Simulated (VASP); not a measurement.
Runs of VASP 6.6.1 on AlN. It takes space group P6_3mc (No. 186, hexagonal). The conventional cell has a = 3.113 Å, b = 3.113 Å, c = 4.981 Å, α = 90.00°, β = 90.00°, γ = 120.00°. Around Al (site symmetry 3m) lie 4 N at 1.89 Å. Around N (site symmetry 3m) lie 4 Al at 1.89 Å. 

| k mesh | cutoff (eV) | mesh quality | gap on the mesh (eV) | pressure (GPa) | largest force (eV/Å) |
| --- | --- | --- | --- | --- | --- |
| 3 × 3 × 2 | 520 | coarse | 4.21 | 3.5 | 0.20 |
| 6 × 6 × 4 | 520 | not flagged | 4.22 | 3.5 | 0.13 |
| 18 × 18 × 10 | 520 | not flagged | 4.22 | 3.5 | 0.13 |
| 9 × 9 × 6 | 520 | not flagged | 4.22 | 3.5 | 0.13 |
| 9 × 9 × 4 | 520 | not flagged | 4.22 | 3.5 | 0.13 |
| 9 × 9 × 6 | 600 | not flagged | 4.22 | 3.3 | 0.13 |
| 9 × 9 × 6 | 700 | not flagged | (a) | 3.3 | 0.13 |
| 12 × 12 × 8 | 520 | not flagged | 4.22 | 3.5 | 0.13 |
| 9 × 9 × 6 | 450 | not flagged | 4.22 | - | 0.13 |
| 9 × 9 × 6 | 400 | not flagged | 4.21 | - | 0.13 |

Alike in all rows: task single point; level PBE; potentials or basis VASP PAW PBE potentials, release 64 (Al, N); no spin polarisation; cell as given; smearing gaussian 0.02 eV.

Problem. Fill in the values left out.

Solution. (a) 4.23.

Caveats: some runs use coarse meshes; an odd mesh through Γ misses points on the zone boundary, where band edges often lie (some runs); the cutoff is under 1.25 times the usual one of these potentials, so pressure, stress and relaxed cells hold a basis-set (Pulay) error (some runs).
